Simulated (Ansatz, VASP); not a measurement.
# Cross-check of TiPd2 (Pd-Ti-Pd stack, (111) layers) between VASP and Ansatz, part 2 of 2

Wanted: the spread between two codes on one cell, functional and k mesh. Of the first pair: The structure shown is the start of the Ansatz relaxation below; VASP solves that cell, so the two are compared at the walk's first step.

VASP 6.6.1 and Ansatz 0.2.0.

So far. Step 3 (VASP: single point, PBEsol, start cell, pair 1): The run ends at a pressure of -4.83 GPa, with forces up to 1.5 eV/Å.

### 6. VASP: single point, PBEsol, relaxed cell, pair 2

Level of this step: PBEsol; plane waves and PAW (Pd, Ti_sv) (VASP).

The same cell, functional, mesh and smearing now go to VASP, with its own data sets.

File INCAR:

```
SYSTEM = TiPd2
PREC = Accurate
ENCUT = 400
EDIFF = 1E-06
NELM = 120
ISMEAR = 0
SIGMA = 0.1
LREAL = .FALSE.
ALGO = Normal
GGA = PS
NBANDS = 22
LASPH = .TRUE.
LORBIT = 11
LWAVE = .FALSE.
LCHARG = .FALSE.
ISIF = 2
LDIPOL = .TRUE.
IDIPOL = 3
DIPOL = 0.5 0.5 0.237
LVHAR = .TRUE.
GGA_COMPAT = .FALSE.
NELMDL = -8
KPAR = 2
```

File POSCAR:

```
TiPd2
1.0
    2.7399179545      0.0000027063      0.0000000000
   -1.3699613209      2.3728371998      0.0000000000
    0.0000000000      0.0000000000     33.3453454395
Pd Ti
2 1
Direct
    0.0000000000      0.0000000000      0.1721971122
    0.6666666667      0.3333333333      0.3008125325
    0.3333333333      0.6666666667      0.2365048224
```

File KPOINTS:

```
Automatic mesh
0
Gamma
9 9 1
0 0 0
```

Potentials, in the order of the species: Pd and Ti_sv (PBE family, release 64).

Command:

```console
> mpirun -np 2 vasp_std
```

Numbers of over 12 decimals in the logs are rounded to 6 here.

What it wrote:

```text
[banner, memory and clock lines left out]
running    2 mpi-ranks, on    1 nodes
[...]
[... a notice as in an earlier step ...]

 LDA part: xc-table for (Slater+PW92), standard interpolation
 POSCAR, INCAR and KPOINTS ok, starting setup
[...]
entering main loop
       N       E                     dE             d eps       ncg     rms          rms(c)
DAV:   1     0.203195958606E+03    0.20320E+03   -0.13491E+04   632   0.100E+03
DAV:   2    -0.196145237476E+01   -0.20516E+03   -0.19472E+03   658   0.277E+02
DAV:   3    -0.219555163404E+02   -0.19994E+02   -0.18648E+02   898   0.743E+01
DAV:   4    -0.227973752412E+02   -0.84186E+00   -0.83806E+00   642   0.151E+01
[...]
DAV:  25    -0.206043766526E+02   -0.36765E-05   -0.13714E-07   372   0.173E-03    0.541E-04
DAV:  26    -0.206043782643E+02   -0.16117E-05   -0.67304E-08   390   0.120E-03    0.166E-04
DAV:  27    -0.206043789050E+02   -0.64062E-06   -0.22762E-08   366   0.476E-04
   1 F= -.20604379E+02 E0= -.20600226E+02  d E =-.830617E-02
```

Parts of OUTCAR (step 6):

```text
  Total       -0.2005976     -0.2005976     -0.1449708     -0.0000000      0.0000000      0.0000000
  in kB       -1.4825022     -1.4825022     -1.0713963     -0.0000000      0.0000000      0.0000000
  external PRESSURE =      -1.3454669 kB  Pullay stress =       0.0000000 kB

 POSITION                                       TOTAL-FORCE (eV/Angst)
 -----------------------------------------------------------------------------------
      0.00000      0.00000      5.74197        -0.000000      0.000000     -0.013694
      1.36996      0.79095     10.03070         0.000000      0.000000      0.013694
     -0.00000      1.58189      7.88634        -0.000000      0.000000      0.000000
 -----------------------------------------------------------------------------------
    total drift:                                0.000000     -0.000000     -0.000071

  FREE ENERGIE OF THE ION-ELECTRON SYSTEM (eV)
  ---------------------------------------------------
  free  energy   TOTEN  =       -20.6043789050 eV

  energy  without entropy=      -20.5960727361  energy(sigma->0) =      -20.60022582

[... 1 part as in an earlier step ...]

[... 2 further parts left out ...]
[key lines of the parts left out:]
E-fermi :  -1.3354
```

The run ends at a pressure of -0.13 GPa, with forces up to 0.014 eV/Å.

### 7. Side by side

What differs besides the data sets and the points named for the pairs above, as far as they apply: the data sets hold 48 valence electrons in Ansatz (on its PAW soft_1 files) and 32 in VASP. Total energies have different zeros and are not compared.

The largest component of a force difference here is 11 meV/Å. Where the cell holds vacuum, a pressure given here is an average over it and none of the material.

### 8. Ansatz: relaxation, PBEsol

The two programs are compared at the cell with which this relaxation starts, whose forces are those of its first step.

The structure compared here is the start of the Ansatz relaxation; VASP solves that cell, so the two are compared at the walk's first step.

File input.yaml:

```yaml
crystal:
  lattice:
    - [2.7399179545, 2.7063e-06, 0.0]
    - [-1.3699613209, 2.3728371998, 0.0]
    - [0.0, 0.0, 33.3453454395]
  atoms:
    - { symbol: Pd, position: [0.0, 0.0, 0.1721971122] }
    - { symbol: Ti, position: [0.3333333333, 0.6666666667, 0.2365048224] }
    - { symbol: Pd, position: [0.6666666667, 0.3333333333, 0.3008125325] }
  periodic: [true, true, false]
kpoints:
  mp_grid: { grid: [12, 12, 1] }
hamiltonian:
  xc: pbesol
  pseudopotentials: { kind: paw, azcp: { folder: soft_1 }, xc_functional: pbe }
scf:
  occupations: { method: gaussian, width: 0.1 }
output:
  forces: true
  stress: true
  eigenvalues: true
  write_density: true
  write_potential: true
  elf: true
  volumetric_format: npy
relax:
  adjacent_minimum: "off"
  f_tol: 0.005
  max_steps: 80
  cell: { stress_2d_tol: 0.02 }
```

Command:

```console
> ansatz run input.yaml --threads 4 --pin off --max-ram 12288MiB --backend cpu --events-out ev --progress --plain --runs-dir out
```

What it wrote:

```text
[...]
Crystal: 3 atoms, lattice volume = 216.791 Å³
Basis set: ecut = 420 eV, 4269 PW (Γ), exchange–correlation on 40×40×450 points (8 copies of the dense FFT grid, shifted against one another)
Bands: 29, of which v1, the nominal top of the filled ones, is band 24 counted from 1 (23 counted from 0)
Symmetry: 12 space group operations
[...]
k-points: 19 of 144
[...]
--- Relaxed structure (5 steps of the walk, 5 accepted, 1 SCFs on fresh bases) ---
[...]
cell:  # Å, volume = 221.2592 Å³
    - [2.768011, 2.7340045121906983e-6, 0]
    - [-1.384008, 2.397166, 0]
    - [0, 0, 33.3453454395]
  atoms:
    - { symbol: Pd, position: [3.1865578989116464e-19, -3.186546995983058e-19, 0.173423] }
    - { symbol: Ti, position: [0.333333, 0.666667, 0.236505] }
    - { symbol: Pd, position: [0.666667, 0.333333, 0.299587] }
[key lines of the parts left out:]
SCF converged after 8 iterations
Free energy (F): -16287.617227 eV
Fermi energy:    -4.422425 eV
P = ½ c Tr σ = 0.0001 N/m
```

### 9. VASP: single point, PBEsol, start cell, pair 3

The same cell, functional, mesh and smearing now go to VASP, with its own data sets.

INCAR is that of step 6.

File POSCAR:

```
TiPd2
1.0
    2.7399180000      0.0000030000      0.0000000000
   -1.3699610000      2.3728370000      0.0000000000
    0.0000000000      0.0000000000     33.3453450000
Pd Ti
2 1
Direct
    0.0000000000      0.0000000000      0.1721971088
    0.6666666152      0.3333334738      0.3008125422
    0.3333330198      0.6666665262      0.2365048255
```

File KPOINTS:

```
Automatic mesh
0
Gamma
12 12 1
0 0 0
```

Command:

```console
> mpirun -np 2 vasp_std
```

What it wrote:

```text
[... set-up lines as in an earlier step ...]
 entering main loop
       N       E                     dE             d eps       ncg     rms          rms(c)
DAV:   1     0.202956679590E+03    0.20296E+03   -0.13335E+04  1012   0.100E+03
DAV:   2    -0.395227358633E+01   -0.20691E+03   -0.19669E+03  1064   0.278E+02
DAV:   3    -0.220058580409E+02   -0.18054E+02   -0.17615E+02  1404   0.733E+01
DAV:   4    -0.227786205189E+02   -0.77276E+00   -0.76808E+00  1070   0.141E+01
[...]
DAV:  25    -0.205659257371E+02   -0.18974E-05   -0.63759E-08   598   0.111E-03    0.513E-04
DAV:  26    -0.205659269314E+02   -0.11943E-05   -0.46796E-08   604   0.151E-03    0.315E-04
DAV:  27    -0.205659277927E+02   -0.86125E-06   -0.33395E-08   556   0.793E-04
   1 F= -.20565928E+02 E0= -.20555209E+02  d E =-.214370E-01
```

From OUTCAR (step 9):

```text
  Total        0.2151464      0.2151464     -0.5179954      0.0000001      0.0000000      0.0000000
  in kB        1.5900244      1.5900243     -3.8282080      0.0000004      0.0000000      0.0000000
  external PRESSURE =      -0.2160531 kB  Pullay stress =       0.0000000 kB

 POSITION                                       TOTAL-FORCE (eV/Angst)
 -----------------------------------------------------------------------------------
      0.00000      0.00000      5.74197        -0.000000     -0.000000      0.073201
      1.36996      0.79095     10.03070         0.000000      0.000000     -0.073201
     -0.00000      1.58189      7.88634         0.000000      0.000000     -0.000000
 -----------------------------------------------------------------------------------
    total drift:                                0.001290      0.000542     -0.000046

  FREE ENERGIE OF THE ION-ELECTRON SYSTEM (eV)
  ---------------------------------------------------
  free  energy   TOTEN  =       -20.5659277927 eV

  energy  without entropy=      -20.5444907903  energy(sigma->0) =      -20.55520929

[... 3 further parts left out ...]
[key lines of the parts left out:]
E-fermi :  -1.3956
```

The run ends at a pressure of -0.02 GPa, with forces up to 0.073 eV/Å.

### 10. Differences

What differs besides the data sets and the points named for the pairs above, as far as they apply: the data sets hold 48 valence electrons in Ansatz (on its PAW soft_1 files) and 32 in VASP. Total energies have different zeros and are not compared.

Forces (eV/Å; atoms numbered as in POSCAR):

```csv
atom,"Ansatz x, y, z","VASP x, y, z"
Pd1,"0.000, 0.000, 0.087","0.000, 0.000, 0.073"
Pd2,"0.000, 0.000, -0.087","0.000, 0.000, -0.073"
Ti3,"0.000, 0.000, 0.000","0.000, 0.000, 0.000"
```

The forces differ by 6.3 meV/Å r.m.s., which is 18.4 % of the r.m.s. force of 0.035 eV/Å (both taken over all components). Where the cell holds vacuum, a pressure given here is an average over it and none of the material.

### 11. Outcome

- r.m.s. force difference (single point, PBEsol, start cell, pair 1): 0.056 % of the r.m.s. force
- r.m.s. force difference (single point, PBEsol, relaxed cell, pair 2): 5.1 meV/Å
- r.m.s. force difference (single point, PBEsol, start cell, pair 3): 6.3 meV/Å

The r.m.s. force difference is 6.3 meV/Å (single point, PBEsol, start cell, pair 3), within the 12 meV/Å picked in this series as the mark of a large difference. The data sets hold unlike numbers of valence electrons (48 in Ansatz and 32 in VASP), so part of the differences may come from the potentials. 2 further pairs of this series are not shown here. Such differences can come from data sets, numerical settings and the points named under the comparisons, not from the functional's error against experiment.

[Lines on the potential files, build, host, timing and source positions are cut from VASP's logs without a mark.]

[Logs are printed without paths, hosts, clocks, repeated set-up lines and the standing remarks that a program may print on its own settings, such as how far it seeks lower states.]

[Hosts, paths, dates, database ids (printed as entryN), source tags and the programs' standing remarks are cut or masked in the printed files.]
